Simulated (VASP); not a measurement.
# Ga11NiP12 (a cell with a defect) in VASP: notebook, part 2 of 3

VASP 6.6.1. The steps go on from the part before.

## 3. Single point, PBEsol+U, collinear spin, ferromagnetic start

INCAR

```
SYSTEM = Ga11NiP12
  PREC = Accurate
  ENCUT = 350
  EDIFF = 1E-5
  ISMEAR = 0
  SIGMA = 0.03
  LREAL = Auto
  LASPH = .True.
  NELM = 120
  ALGO = Normal
  ISIF = 2
  LWAVE = .False.
  LCHARG = .False.
  ISPIN = 2
  MAGMOM = 1 0 0 0 0 0 0 0 0 0 0 0 0 0 0 0 0 0 0 0 0 0 0 0
  LORBIT = 11
  LMAXMIX = 4
  LDAU = .True.
  LDAUTYPE = 2
  LDAUL = 2 -1 -1
  LDAUU = 5 0 0
  LDAUJ = 0 0 0
  LDAUPRINT = 1
  GGA = PS
  ISYM = 0
```

KPOINTS

```
Automatic mesh
0
Gamma
  2 2 2
  0 0 0
```

POSCAR

```
Ga11NiP12                               
1.0
    0.0000000000      8.1757500000      8.1757500000
    5.4505000000      0.0000000000      5.4505000000
    5.4505000000      5.4505000000      0.0000000000
  Ni              Ga              P             
     1    11    12
Direct
     0.0052695171409268    0.9983607964819969    0.9961171705132540
     0.9992553952781537    0.0022752462872595    0.4998232773594458
     0.9974858768166640    0.5026548706977992    0.0010680062513833
     0.9980386110089493    0.5008677245210124    0.5006478089118719
     0.3287157268203758    0.0022047764999505    0.0017118737122485
     0.3278687631595028    0.0024412349074479    0.5047060665123780
     0.3262025100816023    0.5050963849157483    0.0020012204624759
     0.3322293438188680    0.5002838775125416    0.4999719718828576
     0.6661997818345550    0.0044663263954276    0.0020517188276582
     0.6683734580073494    0.0024089196172119    0.4921735730993539
     0.6667848819079293    0.4946517565310563    0.0006159032456120
     0.6654488497958215    0.5008970322949302    0.4989333351226449
     0.0770934124522412    0.1221029992582215    0.1199434307752343
     0.0773400580393440    0.1222482682360354    0.6416949665669865
     0.0757612532235607    0.6438579574988093    0.1217420420879540
     0.0822501270452186    0.6262221314363973    0.6250688173832450
     0.4133863401336337    0.1276370878181722    0.1271605824320783
     0.4168520919840031    0.1251781191179278    0.6246206650676864
     0.4154062674249046    0.6250870207316049    0.1246631823207622
     0.4147550494533468    0.6260619304255542    0.6256303430082000
     0.7673734735236090    0.1175527374159753    0.1150636840932693
     0.7492231234552634    0.1253786349363833    0.6248308573745911
     0.7476325885524359    0.6273065012078529    0.1235769674271782
     0.7486004990417368    0.6260396652546669    0.6244065355616454
```

Potentials or basis: VASP PAW PBE potentials, release 64 (Ni, Ga_d, P).

Launch:

```bash
> cat potpaw_PBE.64/Ni/POTCAR potpaw_PBE.64/Ga_d/POTCAR potpaw_PBE.64/P/POTCAR > POTCAR
> mpirun -np 1 vasp_std > vasp.out
```

Wall time 23 min (1 thread of Intel Xeon Platinum 8259CL at 2.50GHz (Skylake/Cascade Lake), shared host); peak memory 0.75 GiB.

It converged, with:

| Quantity | Value |
| --- | --- |
| Free energy | -116.7527 eV |
| Pressure | -2.3 GPa |
| Largest force | 0.067 eV/Å |
| Band gap on the k mesh | none (metal or under the smearing width) |
| Net moment | 1.50 μB per cell |
| Site moments | Ni +0.91; Ga +0.01, +0.00; P +0.06, +0.05, -0.01, +0.02, +0.00, -0.00, +0.04 μB |
| Valence electrons inside the program's atomic spheres | Ni 9.48; Ga 11.70, 11.71, 11.73, 11.72; P 2.48, 2.52, 2.51, 2.50, 2.53 |

Forces on the atoms (eV/Å):
```
Ni   0.006  0.025  0.011
Ga  -0.013 -0.049 -0.014
Ga  -0.031  0.016 -0.043
Ga   0.045 -0.018 -0.002
Ga  -0.028  0.033  0.033
Ga  -0.034 -0.003  0.041
Ga  -0.025  0.058  0.020
Ga  -0.013 -0.003  0.009
Ga   0.000  0.027  0.026
Ga   0.008 -0.004  0.021
Ga   0.000  0.037 -0.008
Ga   0.006  0.005 -0.009
P    0.036  0.012  0.020
P   -0.013  0.018 -0.034
P   -0.032 -0.030  0.023
P    0.005  0.003  0.004
P    0.016 -0.022 -0.013
P   -0.006 -0.016 -0.017
P    0.003 -0.011 -0.003
P    0.025 -0.007  0.000
P   -0.002 -0.046 -0.049
P    0.019 -0.013 -0.032
P    0.020 -0.016  0.005
P    0.010  0.003  0.011
```

Stress tensor (GPa, compression positive):
```
-2.34  0.20  0.17
 0.20 -2.32 -0.09
 0.17 -0.09 -2.33
```

Levels at points of the mesh, in eV from the Fermi level:
Spin up:
| k point | band 105 | band 106 | band 107 | band 108 | band 109 | band 110 | band 111 | band 112 |
| --- | --- | --- | --- | --- | --- | --- | --- | --- |
| (0.00, 0.00, 0.00) | -0.41 | 0.35 | 0.49 | 0.50 | 1.68 | 1.69 | 1.77 | 1.85 |
| (0.50, 0.00, 0.00) | -0.25 | -0.24 | 0.31 | 0.31 | 1.65 | 1.73 | 1.74 | 1.77 |
| (0.00, 0.50, 0.00) | -0.57 | -0.54 | -0.11 | -0.02 | 2.17 | 2.21 | 2.29 | 2.36 |
| (0.00, 0.00, 0.50) | -0.57 | -0.55 | -0.11 | -0.02 | 2.17 | 2.21 | 2.29 | 2.36 |
| (0.50, 0.00, 0.50) | -1.05 | -0.68 | -0.65 | -0.14 | 2.44 | 2.47 | 2.57 | 2.62 |
| (0.50, 0.50, 0.00) | -1.05 | -0.68 | -0.65 | -0.15 | 2.43 | 2.48 | 2.58 | 2.62 |
| (0.00, 0.50, 0.50) | -1.01 | -0.55 | -0.47 | 0.00 | 2.25 | 2.27 | 2.58 | 2.61 |
| (0.50, 0.50, 0.50) | -0.82 | -0.71 | -0.29 | -0.19 | 2.42 | 2.52 | 2.77 | 2.86 |
Spin down:
```csv
k point,band 102,band 103,band 104,band 105,band 106,band 107,band 108,band 109,band 110,band 111
"(0.00, 0.00, 0.00)",-0.72,-0.42,-0.32,-0.30,0.76,0.79,1.14,1.69,1.73,1.83
"(0.50, 0.00, 0.00)",-0.77,-0.73,-0.23,-0.22,0.52,0.64,0.66,1.66,1.76,1.76
"(0.00, 0.50, 0.00)",-1.27,-1.01,-0.58,-0.54,-0.52,0.32,1.03,2.19,2.24,2.32
"(0.00, 0.00, 0.50)",-1.27,-1.01,-0.59,-0.53,-0.53,0.32,1.02,2.19,2.24,2.32
"(0.50, 0.00, 0.50)",-1.20,-1.17,-1.01,-0.93,-0.63,0.22,0.75,2.45,2.48,2.65
"(0.50, 0.50, 0.00)",-1.20,-1.17,-1.01,-0.93,-0.63,0.22,0.75,2.44,2.49,2.65
"(0.00, 0.50, 0.50)",-1.32,-1.12,-0.98,-0.62,-0.44,0.32,0.83,2.26,2.30,2.60
"(0.50, 0.50, 0.50)",-1.02,-0.91,-0.88,-0.80,-0.68,0.17,0.86,2.43,2.58,2.83
```

Eigenvalues of the final occupation matrices:
```
    site  spin  trace               eigenvalues
site 1 d     1   4.67  0.91 0.92 0.94 0.94 0.96
site 1 d     2   3.83  0.37 0.80 0.80 0.93 0.93
```

Caveat: the k mesh is coarse (spacing up to 0.50 Å⁻¹), so the values aren't converged; the cutoff is under 1.25 times the usual one of these potentials, so pressure, stress and relaxed cells hold a basis-set (Pulay) error; the PAW data sets were made with another functional, which shifts forces and pressure a little; the U is typed as a test and isn't derived for this compound.

## 4. Single point, PBEsol+U, collinear spin, ferromagnetic start

INCAR, as its differences from that of step 3:

```diff
@@ -16,2 +16,3 @@
   LORBIT = 11
+  NUPDOWN = 1
   LMAXMIX = 4
@@ -20,3 +21,3 @@
   LDAUL = 2 -1 -1
-  LDAUU = 5 0 0
+  LDAUU = 7 0 0
   LDAUJ = 0 0 0
```

KPOINTS is that of step 3.

POSCAR is that of step 3.

Potentials or basis: VASP PAW PBE potentials, release 64 (Ni, Ga_d, P).

Launch:

```bash
> cat potpaw_PBE.64/Ni/POTCAR potpaw_PBE.64/Ga_d/POTCAR potpaw_PBE.64/P/POTCAR > POTCAR
> mpirun -np 1 vasp_std > vasp.out
```

OUTCAR:

```text
SYSTEM = Ga11NiP12
   PREC = Accurate
   ENCUT = 350
   EDIFF = 1E-5
   ISMEAR = 0
   LREAL = Auto
   LASPH = .True.
   NELM = 120
   ISIF = 2
   ISPIN = 2
   LORBIT = 11
   NUPDOWN = 1
   GGA = PS
   ISYM = 0

 ion  position               nearest neighbor table
   1  0.005  0.998  0.996-  14 2.23  15 2.23  13 2.24  21 2.25
   2  0.999  0.002  0.500-  22 2.36  16 2.37  14 2.39  13 2.39
   3  0.997  0.503  0.001-  23 2.36  16 2.37  15 2.39  13 2.40
   4  0.998  0.501  0.501-  24 2.35  16 2.37  14 2.38  15 2.39
   5  0.329  0.002  0.002-  19 2.37  18 2.37  13 2.38  17 2.38
   6  0.328  0.002  0.505-  14 2.37  18 2.37  20 2.37  17 2.38
[... 16 lines left out ...]
  23  0.748  0.627  0.124-   3 2.36  12 2.36  11 2.37   9 2.37
  24  0.749  0.626  0.624-   4 2.35  12 2.36  11 2.37  10 2.37

IMPORTANT INFORMATION: All symmetrisations will be switched off!
NOSYMM: (Re-)initialisation of all symmetry stuff for point group C_1.

----------------------------------------------------------------------------------------

                                     Primitive cell

  volume of cell :     485.7695

  direct lattice vectors                    reciprocal lattice vectors
     0.000000000  8.175750000  8.175750000    -0.061156469  0.061156469  0.061156469
     5.450500000  0.000000000  5.450500000     0.091734703 -0.091734703  0.091734703
     5.450500000  5.450500000  0.000000000     0.091734703  0.091734703 -0.091734703

  length of vectors
    11.562256533  7.708171022  7.708171022     0.105926111  0.158889167  0.158889167

  position of ions in fractional coordinates (direct lattice)
     0.005269517  0.998360796  0.996117171
     0.999255395  0.002275246  0.499823277
     0.997485877  0.502654871  0.001068006
     0.998038611  0.500867725  0.500647809
     0.328715727  0.002204776  0.001711874
     0.327868763  0.002441235  0.504706067
[... 16 lines left out ...]
     0.747632589  0.627306501  0.123576967
     0.748600499  0.626039665  0.624406536

  ion indices of the primitive-cell ions
   primitive index   ion index
[... 1140 lines left out ...]
    117       7.6661      0.00000
    118       8.1703      0.00000
 Fermi energy:         4.4504766403

 spin component 2

 k-point     1 :       0.0000    0.0000    0.0000
  band No.  band energies     occupation
      1     -10.1673      1.00000
      2     -10.1483      1.00000
      3     -10.1404      1.00000
      4     -10.1391      1.00000
      5     -10.1364      1.00000
      6     -10.1260      1.00000
[... 957 lines left out ...]
    117       7.8294      0.00000
    118       8.1994      0.00000
 [bands above 118 left out]

------------------------ aborting loop because EDIFF is reached ----------------------------------------

  FORCE on cell =-STRESS in cart. coord.  units (eV):
  Direction    XX          YY          ZZ          XY          YZ          ZX
  --------------------------------------------------------------------------------------
  -------------------------------------------------------------------------------------
  Total       -6.5435237     -6.1038099     -6.1927083      0.1345098     -0.3723260      0.0344416
  in kB      -21.5820141    -20.1317393    -20.4249461      0.4436437     -1.2280151      0.1135961
  external PRESSURE =     -20.7128999 kB  Pullay stress =       0.0000000 kB

 VOLUME and BASIS-vectors are now :
 -----------------------------------------------------------------------------
  energy-cutoff  :      350.00
  volume of cell :      485.77
      direct lattice vectors                 reciprocal lattice vectors
     0.000000000  8.175750000  8.175750000    -0.061156469  0.061156469  0.061156469
     5.450500000  0.000000000  5.450500000     0.091734703 -0.091734703  0.091734703
     5.450500000  5.450500000  0.000000000     0.091734703  0.091734703 -0.091734703

 POSITION                                       TOTAL-FORCE (eV/Angst)
 -----------------------------------------------------------------------------------
     10.87090      5.47242      5.48465        -0.071507      0.109784      0.095631
      2.73669     10.89395      8.18206         0.022193     -0.039243     -0.037315
      2.74554      8.16102     10.89492         0.001821     -0.012882     -0.035464
      5.45876     10.88850     10.88969         0.004863     -0.022327     -0.008802
      0.02135      2.69683      2.69951         0.026289     -0.017738     -0.018639
      2.76421      5.43147      2.69388         0.013660     -0.063148     -0.005134
[... 16 lines left out ...]
      4.09269      6.78601      9.53159        -0.002539      0.010544      0.013242
      6.81556      9.52370      9.53260         0.007052      0.010046      0.016654
 -----------------------------------------------------------------------------------
    total drift:                                0.009122     -0.018614     -0.009164

  FREE ENERGIE OF THE ION-ELECTRON SYSTEM (eV)
  ---------------------------------------------------
  free  energy   TOTEN  =      -115.8674390045 eV

  energy  without entropy=     -115.8648925482  energy(sigma->0) =     -115.86616578

 total charge

# of ion       s       p       d       tot
------------------------------------------
    1        0.493   0.530   8.507   9.529
    2        0.868   0.829  10.003  11.700
    3        0.868   0.828  10.002  11.698
    4        0.868   0.834  10.004  11.705
    5        0.861   0.839  10.004  11.705
    6        0.860   0.848  10.006  11.714
[... 16 lines left out ...]
   23        1.015   1.508   0.000   2.523
   24        1.014   1.512   0.000   2.526
--------------------------------------------------
tot         22.239  27.638 118.567 168.445

 magnetization (x)

# of ion       s       p       d       tot
------------------------------------------
    1        0.006   0.029   0.893   0.928
    2       -0.001   0.002  -0.000   0.001
    3       -0.001   0.002  -0.000   0.001
    4       -0.001   0.000  -0.001  -0.001
    5        0.003   0.003   0.000   0.006
    6        0.003   0.002   0.000   0.005
[... 16 lines left out ...]
   23       -0.000  -0.004   0.000  -0.004
   24       -0.000  -0.004   0.000  -0.004
--------------------------------------------------
tot          0.022   0.021   0.891   0.934
```

stdout:

```text
POSCAR found type information on POSCAR NiGaP
 POSCAR found :  3 types and      24 ions
 scaLAPACK will be used
 -----------------------------------------------------------------------------
|                                                                             |
|                                                                             |
|     You enforced a specific xc type in the INCAR file but a different       |
|     I HOPE YOU KNOW WHAT YOU ARE DOING!                                     |
|                                                                             |
 -----------------------------------------------------------------------------

 LDA part: xc-table for (Slater+PW92), standard interpolation
 POSCAR, INCAR and KPOINTS ok, starting setup
 FFT: planning ... GRIDC
 FFT: planning ... GRID_SOFT
 FFT: planning ... GRID
 WAVECAR not read
 entering main loop
```

Run time: 34 min. Hardware: 1 thread of Intel Xeon Platinum 8259CL at 2.50GHz (Skylake/Cascade Lake), shared host; peak memory 0.76 GiB.

What came out:

* Free energy: -115.8674 eV
* Pressure: -2.1 GPa
* Largest force: 0.388 eV/Å
* Net moment: 1.00 μB per cell
* Site moments: Ni +0.93; Ga +0.00, -0.00, +0.01; P +0.01, +0.00, -0.01, -0.00 μB
* Valence electrons inside the program's atomic spheres: Ni 9.53; Ga 11.70, 11.71, 11.73, 11.72; P 2.48, 2.49, 2.52, 2.51, 2.53

Forces on the atoms (eV/Å):
```
Ni  -0.072  0.110  0.096
Ga   0.022 -0.039 -0.037
Ga   0.002 -0.013 -0.035
Ga   0.005 -0.022 -0.009
Ga   0.026 -0.018 -0.019
Ga   0.014 -0.063 -0.005
Ga   0.022  0.014 -0.038
Ga  -0.013 -0.002  0.011
Ga   0.114 -0.003 -0.005
Ga   0.002 -0.088  0.007
Ga  -0.008  0.025 -0.091
Ga   0.019  0.001 -0.012
P    0.068  0.175  0.180
P   -0.172 -0.081  0.168
P   -0.185  0.171 -0.072
P    0.006  0.005  0.005
P   -0.052  0.012  0.023
P   -0.006  0.023  0.000
P    0.004  0.006  0.035
P   -0.001  0.003  0.009
P    0.204 -0.232 -0.235
P   -0.003 -0.004 -0.006
P   -0.003  0.011  0.013
P    0.007  0.010  0.017
```

Eigenvalues of the final occupation matrices:
| site | spin | trace | eigenvalues |
| --- | --- | --- | --- |
| site 1 d | 1 | 4.72 | 0.92 0.92 0.95 0.95 0.97 |
| site 1 d | 2 | 3.82 | 0.18 0.87 0.89 0.94 0.95 |

Caveat: the k mesh is coarse (spacing up to 0.50 Å⁻¹), so the values aren't converged; the cutoff is under 1.25 times the usual one of these potentials, so pressure, stress and relaxed cells hold a basis-set (Pulay) error; the PAW data sets were made with another functional, which shifts forces and pressure a little; the total moment is fixed, so each spin has its own Fermi level; the U is typed as a test and isn't derived for this compound.

## 5. Single point, PBEsol+U, collinear spin, ferromagnetic start

INCAR, as its differences from that of step 4:

```diff
@@ -21,3 +21,3 @@
   LDAUL = 2 -1 -1
-  LDAUU = 7 0 0
+  LDAUU = 5 0 0
   LDAUJ = 0 0 0
```

KPOINTS

```
Automatic mesh
0
Gamma
  2 3 3
  0 0 0
```

POSCAR is that of step 4.

Launch:

```bash
> cat potpaw_PBE.64/Ni/POTCAR potpaw_PBE.64/Ga_d/POTCAR potpaw_PBE.64/P/POTCAR > POTCAR
> mpirun -np 1 vasp_std > vasp.out
```

It took 31 min on 1 thread of Intel Xeon Platinum 8259CL at 2.50GHz (Skylake/Cascade Lake), shared host; peak memory 0.8 GiB.

It converged, with:

* Free energy: -117.3234 eV
* Pressure: -2.5 GPa
* Largest force: 0.136 eV/Å
* Net moment: 1.00 μB per cell
* Site moments: Ni +0.71; Ga +0.00, +0.01; P +0.01, -0.00, +0.02, +0.00, +0.04 μB
* Valence electrons inside the program's atomic spheres: Ni 9.50; Ga 11.70, 11.71, 11.73, 11.72; P 2.47, 2.48, 2.52, 2.51, 2.49

Forces in eV/Å, atoms in the order of the input:
```
Ni   0.021  0.053  0.040
Ga  -0.001 -0.026  0.041
Ga  -0.018  0.073 -0.019
Ga   0.001 -0.019 -0.002
Ga  -0.012  0.024  0.023
Ga  -0.018 -0.013  0.024
Ga  -0.008  0.041  0.009
Ga  -0.007  0.002  0.014
Ga   0.019  0.052  0.049
Ga  -0.005 -0.013  0.031
Ga  -0.012  0.049 -0.018
Ga   0.004  0.020  0.006
P   -0.050 -0.066 -0.054
P    0.021  0.087 -0.103
P   -0.003 -0.098  0.091
P    0.010 -0.014 -0.014
P    0.021 -0.034 -0.024
P   -0.004 -0.022 -0.022
P    0.003 -0.015 -0.008
P    0.027 -0.014 -0.008
P   -0.036 -0.018 -0.019
P    0.016 -0.023 -0.047
P    0.015 -0.031 -0.004
P    0.015  0.005  0.012
```

Stress tensor (GPa, compression positive):
```
-2.50 -0.13 -0.15
-0.13 -2.47  0.16
-0.15  0.16 -2.48
```

Eigenvalues of the final occupation matrices:
```tsv
site	spin	trace	eigenvalues
site 1 d	1	4.60	0.88 0.89 0.94 0.94 0.95
site 1 d	2	3.92	0.38 0.83 0.85 0.93 0.93
```

Caveat: the cutoff is under 1.25 times the usual one of these potentials, so pressure, stress and relaxed cells hold a basis-set (Pulay) error; the PAW data sets were made with another functional, which shifts forces and pressure a little; the total moment is fixed, so each spin has its own Fermi level; the U is typed as a test and isn't derived for this compound. The state reached can hang on the start; a lower one may exist.

(Part 2 of 3 ends here.)
